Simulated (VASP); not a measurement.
```xyz
63
Lattice="11.5222 0.0000 0.0000 0.0000 11.5222 0.0000 0.0000 0.0000 11.5222" Properties=species:S:1:pos:R:3 pbc="T T T"
Ga     5.8170     0.0672     0.0683
Ga     8.5952     2.8111     0.0410
Ga     8.5955     0.0378     2.8133
Ga     0.0195     0.0116     0.0129
Ga     2.9477     2.9375     0.0659
Ga     5.6947     5.7153     0.0391
Ga     8.6332     8.6406    11.5138
Ga     2.9479     0.0654     2.9356
Ga     8.5957     5.7140     2.8210
Ga     5.6968     0.0374     5.7154
Ga     8.5948     2.8227     5.7115
Ga     8.6346    11.5195     8.6375
Ga    11.5199     5.7501    11.5148
Ga     2.8918     8.6576     0.0109
Ga     0.0099     2.8869     2.8880
Ga     2.9196     5.7164     2.8128
Ga     5.7693     8.6483     2.8871
Ga    11.5196    11.5176     5.7519
Ga     2.9189     2.8128     5.7184
Ga     5.7074     5.7152     5.7138
Ga     8.6229     8.6394     5.7411
Ga     2.8937     0.0112     8.6601
Ga     5.7696     2.8871     8.6498
Ga     8.6219     5.7378     8.6446
Ga    11.5146     8.6338     2.8722
Ga     0.0043     5.7389     5.7399
Ga     2.8753     8.6379     5.7514
Ga    11.5128     2.8744     8.6343
Ga     2.8776     5.7514     8.6354
Ga     5.7540     8.6336     8.6347
Ga    11.5208     8.6386     8.6391
As     7.1048     1.5777     1.5810
As    10.0832     4.2936     1.4093
As    10.0826     1.4088     4.2946
As     1.4643     1.4499     1.4497
As     4.4566     4.2262     1.5768
As     7.1778     7.2025     1.4078
As    10.0826    10.0805     1.4313
As     4.4557     1.5745     4.2288
As    10.0600     7.1759     4.3088
As     7.1779     1.4103     7.2003
As    10.0580     4.3089     7.1763
As    10.0827     1.4324    10.0819
As     1.4378     7.2007     1.4312
As     4.3301    10.1029     1.4496
As     1.4621     4.3158     4.3172
As     4.2908     7.2014     4.2964
As     7.1992    10.0980     4.3178
As     1.4382     1.4320     7.2038
As     4.2932     4.2958     7.2004
As     7.1912     7.1772     7.1807
As    10.0753    10.0738     7.1940
As     4.3308     1.4499    10.1045
As     7.1978     4.3149    10.1031
As    10.0750     7.1936    10.0735
As     1.4427    10.0847     4.3157
As     1.4325     7.1937     7.1934
As     4.3124    10.0800     7.2021
As     1.4440     4.3158    10.0823
As     4.3120     7.2008    10.0800
As     7.1966    10.0873    10.0835
As     1.4434    10.0844    10.0849
Si     7.3246     4.4442     4.4405
```
Cell charge -2.

Calculation: PBE GGA, VASP's PBE PAW potentials (set 64) (plane waves; VASP). Run with PREC = Normal, LREAL = Auto, ISYM = 0, NELECT = 254.0, 400 eV cut-off, 1×1×1 Γ-centred mesh, Gaussian smearing of 0.050 eV, potentials Ga As Si. Starting moments (MAGMOM): 63*0.0317. The cell's moment is fixed (NUPDOWN = 2).

The cell is charged, with a uniform compensating background.  The supercell is sampled at Γ alone, which is coarse: total energies, pressure and levels can be off, energies of defects by several tenths of an eV.

Question: Estimate the cell moment, energy per atom (σ→0), pressure.

Answer: 
```yaml
cell_moment: 2.00 μB
energy per atom (σ→0): -3.945 eV/atom
pressure: 1.99 GPa
```

Question: Give the moment on each site (PAW-sphere projection).

Answer: 
| site | moment (μB) |
|---|---|
| Ga1 | 0.01 |
| Ga2 | 0.02 |
| Ga3 | 0.02 |
| Ga4 | 0.02 |
| Ga5 | 0.01 |
| Ga6 | 0.02 |
| Ga7 | 0.02 |
| Ga8 | 0.01 |
| Ga9 | 0.02 |
| Ga10 | 0.02 |
| Ga11 | 0.02 |
| Ga12 | 0.02 |
| Ga13 | 0.02 |
| Ga14 | 0.02 |
| Ga15 | 0.03 |
| Ga16 | 0.02 |
| Ga17 | 0.03 |
| Ga18 | 0.02 |
| Ga19 | 0.02 |
| Ga20 | 0.02 |
| Ga21 | 0.02 |
| Ga22 | 0.02 |
| Ga23 | 0.03 |
| Ga24 | 0.02 |
| Ga25 | 0.01 |
| Ga26 | 0.02 |
| Ga27 | 0.02 |
| Ga28 | 0.01 |
| Ga29 | 0.02 |
| Ga30 | 0.01 |
| Ga31 | 0.03 |
| As32 | 0.06 |
| As33 | 0.02 |
| As34 | 0.02 |
| As35 | 0.02 |
| As36 | 0.07 |
| As37 | 0.02 |
| As38 | 0.03 |
| As39 | 0.07 |
| As40 | 0.02 |
| As41 | 0.02 |
| As42 | 0.02 |
| As43 | 0.03 |
| As44 | 0.03 |
| As45 | 0.02 |
| As46 | 0.02 |
| As47 | 0.02 |
| As48 | 0.02 |
| As49 | 0.03 |
| As50 | 0.02 |
| As51 | 0.02 |
| As52 | 0.02 |
| As53 | 0.02 |
| As54 | 0.02 |
| As55 | 0.02 |
| As56 | 0.02 |
| As57 | 0.02 |
| As58 | 0.03 |
| As59 | 0.02 |
| As60 | 0.03 |
| As61 | 0.02 |
| As62 | 0.03 |
| Si63 | 0.03 |

Only differences to runs with the same potentials and settings are physical.

The cell is a supercell with a defect, built from GaAs (zinc blende): Si_As-vac_Ga, charge -2.
